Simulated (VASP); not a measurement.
Computed with PBE GGA, VASP's PBE PAW potentials (set 64) (plane waves; VASP 6.6.1).

The input files of a VASP run:

INCAR:
```
ALGO=Fast
EDIFF=1E-5
EDIFFG=-0.03
ENCUT=400
GGA=PE
IBRION=2
ISIF=2
ISMEAR=0
ISYM=0
LASPH=.TRUE.
LCHARG=.FALSE.
LMAXMIX=4
LREAL=Auto
LWAVE=.TRUE.
NELM=100
NELMIN=4
NSW=70
PREC=Normal
SIGMA=0.05
SYSTEM=Al35ZrN35
```

KPOINTS:
```
Regular mesh
0
G
 1 1 1
```

### POSCAR
```
Al35ZrN35
1
    4.6932676572    -8.1289780179     0.0000000000
    4.6932676572     8.1289780179     0.0000000000
    0.0000000000     0.0000000000    10.0192026156
Al N Zr
35 35 1
Direct
  0.2222220000   0.1111110000   0.2500000000
  0.1111110000   0.2222220000   0.0000000000
  0.2222220000   0.1111110000   0.7500000000
  0.1157540000   0.2262450000   0.4961740000
  0.2257440000   0.4480680000   0.2513050000
  0.1111110000   0.5555560000   0.0000000000
  0.2237980000   0.4437690000   0.7464360000
  0.1135690000   0.5541460000   0.4989860000
  0.2222220000   0.7777780000   0.2500000000
  0.1111110000   0.8888890000   0.0000000000
  0.2222220000   0.7777780000   0.7500000000
  0.1111110000   0.8888890000   0.5000000000
  0.5555560000   0.1111110000   0.2500000000
  0.4444440000   0.2222220000   0.0000000000
  0.5555560000   0.1111110000   0.7500000000
  0.4444440000   0.2222220000   0.5000000000
  0.5555560000   0.4444440000   0.2500000000
  0.4444440000   0.5555560000   0.0000000000
  0.5555560000   0.4444440000   0.7500000000
  0.5555560000   0.7777780000   0.2500000000
  0.4444440000   0.8888890000   0.0000000000
  0.5555560000   0.7777780000   0.7500000000
  0.4444440000   0.8888890000   0.5000000000
  0.8888890000   0.1111110000   0.2500000000
  0.7777780000   0.2222220000   0.0000000000
  0.8888890000   0.1111110000   0.7500000000
  0.7777780000   0.2222220000   0.5000000000
  0.8888890000   0.4444440000   0.2500000000
  0.7777780000   0.5555560000   0.0000000000
  0.8888890000   0.4444440000   0.7500000000
  0.7777780000   0.5555560000   0.5000000000
  0.8888890000   0.7777780000   0.2500000000
  0.7777780000   0.8888890000   0.0000000000
  0.8888890000   0.7777780000   0.7500000000
  0.7777780000   0.8888890000   0.5000000000
  0.2217390000   0.1121600000   0.4437790000
  0.1101310000   0.2271950000   0.1920120000
  0.2222220000   0.1111110000   0.9410000000
  0.1095150000   0.2227280000   0.6955920000
  0.1134310000   0.5561710000   0.1861260000
  0.2222220000   0.4444440000   0.9410000000
  0.1176280000   0.5581010000   0.6930390000
  0.2230290000   0.7841680000   0.4410640000
  0.1111110000   0.8888890000   0.1910000000
  0.2222220000   0.7777780000   0.9410000000
  0.1111110000   0.8888890000   0.6910000000
  0.5555560000   0.1111110000   0.4410000000
  0.4444440000   0.2222220000   0.1910000000
  0.5555560000   0.1111110000   0.9410000000
  0.4444440000   0.2222220000   0.6910000000
  0.5519960000   0.4434940000   0.4456770000
  0.4408770000   0.5484960000   0.1906110000
  0.5555560000   0.4444440000   0.9410000000
  0.4476930000   0.5623900000   0.6922130000
  0.5520230000   0.7706010000   0.4397580000
  0.4444440000   0.8888890000   0.1910000000
  0.5555560000   0.7777780000   0.9410000000
  0.4444440000   0.8888890000   0.6910000000
  0.8888890000   0.1111110000   0.4410000000
  0.7777780000   0.2222220000   0.1910000000
  0.8888890000   0.1111110000   0.9410000000
  0.7777780000   0.2222220000   0.6910000000
  0.8888890000   0.4444440000   0.4410000000
  0.7777780000   0.5555560000   0.1910000000
  0.8888890000   0.4444440000   0.9410000000
  0.7777780000   0.5555560000   0.6910000000
  0.8888890000   0.7777780000   0.4410000000
  0.7777780000   0.8888890000   0.1910000000
  0.8888890000   0.7777780000   0.9410000000
  0.7777780000   0.8888890000   0.6910000000
  0.4491130000   0.5596860000   0.5024890000
```

POTCAR, in this order: Al N Zr_sv (PBE.64 set). Program: vasp_gam.

The resulting files:

OSZICAR:
```
...
       N       E                     dE             d eps       ncg     rms          rms(c)
DAV:   1    -0.523578470171E+03   -0.39349E-03   -0.30092E-01   424   0.136E+00    0.115E-01
RMM:   2    -0.523578952125E+03   -0.48195E-03   -0.62399E-03   376   0.181E-01    0.617E-02
RMM:   3    -0.523578956911E+03   -0.47860E-05   -0.67773E-04   421   0.597E-02    0.337E-02
RMM:   4    -0.523578963433E+03   -0.65222E-05   -0.19351E-04   457   0.281E-02    0.106E-02
RMM:   5    -0.523578966913E+03   -0.34802E-05   -0.42892E-05   293   0.122E-02
   7 F= -.52357897E+03 E0= -.52357897E+03  d E =-.150283E+00
       N       E                     dE             d eps       ncg     rms          rms(c)
DAV:   1    -0.523636778718E+03   -0.57815E-01   -0.12340E+01   364   0.917E+00    0.727E-01
RMM:   2    -0.523649446324E+03   -0.12668E-01   -0.23289E-01   365   0.115E+00    0.432E-01
RMM:   3    -0.523648066309E+03    0.13800E-02   -0.29308E-02   388   0.394E-01    0.253E-01
RMM:   4    -0.523647488724E+03    0.57759E-03   -0.88557E-03   391   0.202E-01    0.701E-02
RMM:   5    -0.523647608076E+03   -0.11935E-03   -0.16380E-03   496   0.831E-02    0.474E-02
RMM:   6    -0.523647633753E+03   -0.25676E-04   -0.35170E-04   519   0.348E-02    0.221E-02
RMM:   7    -0.523647637475E+03   -0.37226E-05   -0.94710E-05   423   0.173E-02
   8 F= -.52364764E+03 E0= -.52364764E+03  d E =-.686706E-01
       N       E                     dE             d eps       ncg     rms          rms(c)
DAV:   1    -0.523648166642E+03   -0.53289E-03   -0.12778E-01   424   0.933E-01    0.737E-02
RMM:   2    -0.523648297179E+03   -0.13054E-03   -0.24518E-03   378   0.117E-01    0.428E-02
RMM:   3    -0.523648282288E+03    0.14891E-04   -0.30187E-04   423   0.411E-02    0.246E-02
RMM:   4    -0.523648277302E+03    0.49863E-05   -0.10247E-04   422   0.215E-02    0.729E-03
RMM:   5    -0.523648278828E+03   -0.15261E-05   -0.20370E-05   258   0.931E-03
   9 F= -.52364828E+03 E0= -.52364828E+03  d E =-.693119E-01
       N       E                     dE             d eps       ncg     rms          rms(c)
DAV:   1    -0.523674004375E+03   -0.25727E-01   -0.96107E+00   364   0.796E+00    0.556E-01
RMM:   2    -0.523683444906E+03   -0.94405E-02   -0.14738E-01   369   0.884E-01    0.287E-01
RMM:   3    -0.523683131130E+03    0.31378E-03   -0.20769E-02   398   0.315E-01    0.179E-01
RMM:   4    -0.523682800483E+03    0.33065E-03   -0.52889E-03   403   0.151E-01    0.517E-02
RMM:   5    -0.523682902194E+03   -0.10171E-03   -0.12015E-03   502   0.638E-02    0.370E-02
RMM:   6    -0.523682922268E+03   -0.20074E-04   -0.24471E-04   498   0.272E-02    0.163E-02
RMM:   7    -0.523682927028E+03   -0.47594E-05   -0.71437E-05   326   0.132E-02
  10 F= -.52368293E+03 E0= -.52368293E+03  d E =-.346482E-01
       N       E                     dE             d eps       ncg     rms          rms(c)
DAV:   1    -0.523684165322E+03   -0.12431E-02   -0.81151E-01   400   0.231E+00    0.160E-01
RMM:   2    -0.523684954617E+03   -0.78930E-03   -0.12401E-02   371   0.255E-01    0.843E-02
RMM:   3    -0.523684927847E+03    0.26771E-04   -0.17844E-03   410   0.920E-02    0.504E-02
RMM:   4    -0.523684903796E+03    0.24051E-04   -0.43535E-04   419   0.434E-02    0.147E-02
RMM:   5    -0.523684913339E+03   -0.95428E-05   -0.10997E-04   415   0.188E-02    0.105E-02
RMM:   6    -0.523684914698E+03   -0.13593E-05   -0.16289E-05   254   0.766E-03
  11 F= -.52368491E+03 E0= -.52368491E+03  d E =-.366359E-01
       N       E                     dE             d eps       ncg     rms          rms(c)
DAV:   1    -0.523693685170E+03   -0.87718E-02   -0.53034E+00   364   0.600E+00    0.394E-01
RMM:   2    -0.523700260328E+03   -0.65752E-02   -0.90618E-02   366   0.706E-01    0.206E-01
RMM:   3    -0.523700357146E+03   -0.96818E-04   -0.11963E-02   408   0.240E-01    0.136E-01
RMM:   4    -0.523700153333E+03    0.20381E-03   -0.27702E-03   402   0.114E-01    0.397E-02
RMM:   5    -0.523700211416E+03   -0.58083E-04   -0.66542E-04   516   0.484E-02    0.265E-02
RMM:   6    -0.523700221206E+03   -0.97897E-05   -0.11761E-04   455   0.201E-02    0.131E-02
RMM:   7    -0.523700222951E+03   -0.17450E-05   -0.31003E-05   279   0.989E-03
  12 F= -.52370022E+03 E0= -.52370022E+03  d E =-.153083E-01
       N       E                     dE             d eps       ncg     rms          rms(c)
DAV:   1    -0.523700450615E+03   -0.22941E-03   -0.24800E-01   400   0.130E+00    0.844E-02
RMM:   2    -0.523700758258E+03   -0.30764E-03   -0.42533E-03   370   0.153E-01    0.437E-02
RMM:   3    -0.523700765041E+03   -0.67831E-05   -0.59006E-04   419   0.526E-02    0.288E-02
RMM:   4    -0.523700756845E+03    0.81966E-05   -0.13977E-04   405   0.250E-02    0.841E-03
RMM:   5    -0.523700759277E+03   -0.24323E-05   -0.30511E-05   277   0.109E-02
  13 F= -.52370076E+03 E0= -.52370076E+03  d E =-.158446E-01
       N       E                     dE             d eps       ncg     rms          rms(c)
DAV:   1    -0.523703391171E+03   -0.26343E-02   -0.24156E+00   364   0.406E+00    0.282E-01
RMM:   2    -0.523706384331E+03   -0.29932E-02   -0.44190E-02   366   0.496E-01    0.141E-01
RMM:   3    -0.523706357660E+03    0.26671E-04   -0.56348E-03   386   0.168E-01    0.870E-02
RMM:   4    -0.523706319647E+03    0.38013E-04   -0.14003E-03   394   0.791E-02    0.276E-02
RMM:   5    -0.523706347279E+03   -0.27632E-04   -0.30299E-04   489   0.338E-02    0.191E-02
RMM:   6    -0.523706351747E+03   -0.44684E-05   -0.50007E-05   308   0.136E-02
  14 F= -.52370635E+03 E0= -.52370635E+03  d E =-.559247E-02
       N       E                     dE             d eps       ncg     rms          rms(c)
DAV:   1    -0.523706355002E+03   -0.77232E-05   -0.31332E-03   416   0.147E-01    0.109E-02
RMM:   2    -0.523706358929E+03   -0.39274E-05   -0.57796E-05   292   0.179E-02    0.610E-03
RMM:   3    -0.523706358846E+03    0.83017E-07   -0.73306E-06   219   0.611E-03    0.375E-03
RMM:   4    -0.523706358753E+03    0.93301E-07   -0.20285E-06   208   0.298E-03
  15 F= -.52370636E+03 E0= -.52370636E+03  d E =-.559948E-02
       N       E                     dE             d eps       ncg     rms          rms(c)
DAV:   1    -0.523707549060E+03   -0.11902E-02   -0.59588E-01   364   0.204E+00    0.146E-01
RMM:   2    -0.523708274599E+03   -0.72554E-03   -0.10919E-02   367   0.251E-01    0.736E-02
RMM:   3    -0.523708256241E+03    0.18358E-04   -0.13174E-03   379   0.853E-02    0.446E-02
RMM:   4    -0.523708243677E+03    0.12564E-04   -0.37736E-04   383   0.415E-02    0.137E-02
RMM:   5    -0.523708251741E+03   -0.80641E-05   -0.88504E-05   371   0.178E-02
  16 F= -.52370825E+03 E0= -.52370825E+03  d E =-.189299E-02
       N       E                     dE             d eps       ncg     rms          rms(c)
DAV:   1    -0.523708252653E+03   -0.89758E-05   -0.15763E-05   296   0.792E-03    0.510E-03
RMM:   2    -0.523708252903E+03   -0.24961E-06   -0.24983E-06   207   0.367E-03    0.345E-03
RMM:   3    -0.523708252993E+03   -0.90080E-07   -0.58764E-07   125   0.188E-03    0.916E-04
RMM:   4    -0.523708253009E+03   -0.16478E-07   -0.68897E-08    68   0.143E-03
  17 F= -.52370825E+03 E0= -.52370825E+03  d E =-.189426E-02
       N       E                     dE             d eps       ncg     rms          rms(c)
DAV:   1    -0.523708890722E+03   -0.63773E-03   -0.21681E-01   364   0.122E+00    0.854E-02
RMM:   2    -0.523709144267E+03   -0.25354E-03   -0.35252E-03   364   0.141E-01    0.449E-02
RMM:   3    -0.523709137434E+03    0.68331E-05   -0.42775E-04   385   0.486E-02    0.270E-02
RMM:   4    -0.523709129669E+03    0.77649E-05   -0.12451E-04   379   0.241E-02    0.812E-03
RMM:   5    -0.523709131436E+03   -0.17664E-05   -0.21632E-05   243   0.978E-03
  18 F= -.52370913E+03 E0= -.52370913E+03  d E =-.878427E-03
```

OUTCAR:
```
------------------------ aborting loop because EDIFF is reached ----------------------------------------
  FORCE on cell =-STRESS in cart. coord.  units (eV):
  Direction    XX          YY          ZZ          XY          YZ          ZX
  --------------------------------------------------------------------------------------
  Total       -3.0793338     -5.4402950    -12.2118919     -2.3199962      1.6761023     -3.1323217
  in kB       -6.4534644    -11.4014112    -25.5928768     -4.8620948      3.5126645     -6.5645131
  external PRESSURE =     -14.4825841 kB  Pullay stress =       0.0000000 kB
  volume of cell :      764.49
      direct lattice vectors                 reciprocal lattice vectors
     4.693267657 -8.128978018  0.000000000     0.106535582 -0.061508347  0.000000000
     4.693267657  8.128978018  0.000000000     0.106535582  0.061508347  0.000000000
     0.000000000  0.000000000 10.019202616     0.000000000  0.000000000  0.099808342
  FREE ENERGIE OF THE ION-ELECTRON SYSTEM (eV)
  ---------------------------------------------------
  free  energy   TOTEN  =      -523.7091314356 eV

  energy  without entropy=     -523.7091314356  energy(sigma->0) =     -523.70913144

 reached required accuracy - stopping structural energy minimisation
```
(Selected blocks of OUTCAR.)

File CONTCAR:
```
Al35ZrN35
   1.00000000000000
     4.6932676571999998   -8.1289780178999997    0.0000000000000000
     4.6932676571999998    8.1289780178999997    0.0000000000000000
     0.0000000000000000    0.0000000000000000   10.0192026155999994
  Al              N               Zr
    35    35     1
Direct
     0.2226121057940122    0.1145908915601432    0.2504335459691668
     0.1106514808638296    0.2224567488829198    0.9963539924026010
     0.2213724738431689    0.1093034974123046    0.7523160583030598
     0.1095940573645174    0.2309346639915027    0.5090126896141570
     0.2240797327191018    0.4460730369239146    0.2429757927965123
     0.1106910611193354    0.5553649123140713    0.9960780038936122
     0.2212165206094611    0.4439404613629539    0.7443695859205343
     0.1098837711584087    0.5454582462851025    0.5078797583034620
     0.2226526283118031    0.7754137894248708    0.2504212710175621
     0.1113574246700052    0.8891668763365590    0.0024768601254090
     0.2213891238484552    0.7788460874978543    0.7518508649900831
     0.1108213907300707    0.8890268946305461    0.5012518755467970
     0.5553623036070403    0.1111419424365382    0.2501228076436266
     0.4439059692143667    0.2209582296952362    0.9994252051504661
     0.5557960007806563    0.1112913527617988    0.7511032607964812
     0.4444002275579925    0.2185803539765481    0.5022455182211533
     0.5602571154283246    0.4423582731446013    0.2429905675143788
     0.4451863887539589    0.5559998172862580    0.9962115165632143
     0.5552239131033376    0.4448834140668770    0.7511266667672215
     0.5601080955906105    0.7847875579150602    0.2433907650110078
     0.4439272093209997    0.8897418541787814    0.9992959502192489
     0.5551317102516319    0.7769611066233550    0.7511008368899929
     0.4443374734081020    0.8927033404979476    0.5022184963385147
     0.8918002733005187    0.1139572962100265    0.2499476993133684
     0.7769890934483650    0.2219546765604342    0.0014915402023188
     0.8855343056226966    0.1090532638609931    0.7528895680591622
     0.7777177443586575    0.2223048137318982    0.5004015098784499
     0.8917377659920064    0.4449368119749478    0.2496219364859791
     0.7788048943264528    0.5560796642728247    0.0000152013750839
     0.8859295872871266    0.4434480311091242    0.7523998607505245
     0.7819879100687241    0.5557944643166199    0.5005993498433196
     0.8903876660944194    0.7787107131573462    0.2504405584883483
     0.7787167403173465    0.8894981008102515    0.0003225011698046
     0.8882582463063944    0.7775332189460894    0.7501536943319663
     0.7818035544297752    0.8929296783144061    0.5008425187256529
     0.2228736270123243    0.1175091132667437    0.4433129854661195
     0.1109108528986168    0.2225321211641364    0.1872563233057904
     0.2222198884821981    0.1099538657560111    0.9425784508989250
     0.1064578139309836    0.2157275282146690    0.6996874560811323
     0.1107801158304196    0.5559899818001928    0.1868261143430289
     0.2221710311341400    0.4445978150945090    0.9402831150331736
     0.1068504911279265    0.5575226546792704    0.6986867945358838
     0.2228383962089318    0.7727333980209036    0.4432265527597597
     0.1128712695332394    0.8901213864270965    0.1946266667573407
     0.2222575812590789    0.7793346357831560    0.9421985646263495
     0.1104624487016165    0.8887027411088529    0.6914399107515438
     0.5556930781444789    0.1113047846281338    0.4414801307189019
     0.4441794338296035    0.2207622088447322    0.1899935006308892
     0.5557954945466095    0.1113096919981761    0.9414633423803980
     0.4438382295644291    0.2216328543116210    0.6925237082319734
     0.5630720926477955    0.4357844804661480    0.4358771932496910
     0.4535867095907965    0.5602364784025958    0.1901765892170965
     0.5565426943019057    0.4434236748458456    0.9424639693347403
     0.4449112533352442    0.5557867463819990    0.6976590112501989
     0.5628692419713532    0.7938634041357326    0.4361963321324193
     0.4441981950647876    0.8903818457643654    0.1899950437405529
     0.5565494014494901    0.7798788363427772    0.9424458881615276
     0.4439765434292190    0.8890537515943134    0.6924337072414102
     0.8915236152663779    0.1147793318369326    0.4417972234142900
     0.7775401015245513    0.2222838137303332    0.1927025654639701
     0.8865414679299581    0.1103840784639742    0.9426696643975643
     0.7770296982736067    0.2219064355413996    0.6915195254144243
     0.8915909666125962    0.4435778467470682    0.4413844440968240
     0.7819429034144485    0.5571082560731015    0.1909411453009033
     0.8866514826984815    0.4430375391328863    0.9422205584841291
     0.7766678171411523    0.5550974083468503    0.6910726482919389
     0.8890862934729237    0.7780333926450406    0.4419996971450253
     0.7818867069644437    0.8918953850086242    0.1912746746598845
     0.8893696980147424    0.7781336235551830    0.9416836518131513
     0.7765457152226815    0.8882883009443676    0.6912855473158946
     0.4219116898671647    0.5441195064715475    0.4731004747309762
```

OUTCAR:
```
 val. band max:        8.6520020765   @ k =   0.0000   0.0000   0.0000

 cond. band min:       9.3332437359   @ k =   0.0000   0.0000   0.0000


 Fermi energy:         8.9691260476

 k-point     1 :       0.0000    0.0000    0.0000
  band No.  band energies     occupation
      1     -40.5154      2.00000
      2     -19.0890      2.00000
      3     -18.6175      2.00000
      4     -18.5485      2.00000
      5      -8.9736      2.00000
      6      -8.1251      2.00000
      7      -8.1178      2.00000
      8      -7.8407      2.00000
      9      -7.8249      2.00000
     10      -7.8023      2.00000
     11      -7.7820      2.00000
     12      -7.7143      2.00000
     13      -7.5574      2.00000
     14      -7.2155      2.00000
     15      -7.1933      2.00000
     16      -7.1885      2.00000
     17      -7.1763      2.00000
     18      -7.1714      2.00000
     19      -7.1479      2.00000
     20      -7.1454      2.00000
     21      -7.1347      2.00000
     22      -7.1244      2.00000
     23      -7.0704      2.00000
     24      -7.0056      2.00000
     25      -6.9020      2.00000
     26      -6.7872      2.00000
     27      -6.5780      2.00000
     28      -6.5692      2.00000
     29      -6.5496      2.00000
     30      -6.5230      2.00000
     31      -6.5167      2.00000
     32      -6.5163      2.00000
     33      -6.4409      2.00000
     34      -6.4381      2.00000
     35      -6.4102      2.00000
     36      -6.4097      2.00000
     37      -6.3869      2.00000
     38      -6.3781      2.00000
     39      -6.2854      2.00000
     40       0.2245      2.00000
     41       0.8061      2.00000
     42       1.1325      2.00000
     43       1.1873      2.00000
     44       1.2184      2.00000
     45       1.2536      2.00000
     46       1.2920      2.00000
     47       1.3010      2.00000
     48       1.3052      2.00000
     49       1.3240      2.00000
     50       1.3306      2.00000
     51       1.3496      2.00000
...
```

At this cut-off the stress carries a Pulay error, which pulls relaxed volumes low. The supercell is sampled at Γ alone, which is coarse: total energies, pressure and levels can be off, energies of defects by several tenths of an eV.

The cell is a supercell with a defect, built from AlN (wurtzite): Zr_Al-vac_N. The run is not spin-polarised, so no state with unpaired spins was tried.
